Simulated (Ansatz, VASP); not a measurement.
# Two plane-wave programs on Na2TeBr6

```xyz
9
Lattice="0.0000 5.2095 5.2095 5.2095 0.0000 5.2095 5.2095 5.2095 0.0000" Properties=species:S:1:pos:R:3 pbc="T T T"
Na    2.6048    2.6048    2.6048
Na    7.8143    7.8143    7.8143
Te    0.0000    0.0000    0.0000
Br    2.5714    5.2095    5.2095
Br    5.2095    2.5714    5.2095
Br    7.8476    5.2095    5.2095
Br    5.2095    7.8476    5.2095
Br    5.2095    5.2095    2.5714
Br    5.2095    5.2095    7.8476
```

Alike in both runs: task single point; functional PBE; k mesh 4 × 4 × 4; occupations fermi-dirac, width 0.0274 eV; no spin polarisation.

```csv
,VASP,Ansatz
version,VASP 6.6.1,Ansatz 0.2.0
potentials or method,"VASP PAW PBE potentials, release 64 (Na_pv, Te, Br)",PAW plane waves
plane-wave cutoff (eV),520,420
valence electrons in the cell,62,76
```

Ansatz gave:

* gap on the k mesh at the Fermi level (eV): 1.95
* pressure (GPa): 4.9
* rms of the force components (eV/Å): 0.729

Question: What did VASP give for the same quantities?

Answer: gap on the k mesh at the Fermi level (eV): 1.95; pressure (GPa): 4.9; rms of the force components (eV/Å): 0.728.

Atom by atom the forces differ by 0.001 eV/Å (rms over components). The functional is the same, so the differences come from potentials, cutoffs and numerics. The two sets of potentials don't hold the same shells in valence.

Caveats: spin-orbit coupling is left out, which moves the levels of the heavy elements; forces of over 1 eV/Å show positions far from the minimum, so gaps and moduli don't describe the material at rest. A k mesh can miss the band edges.
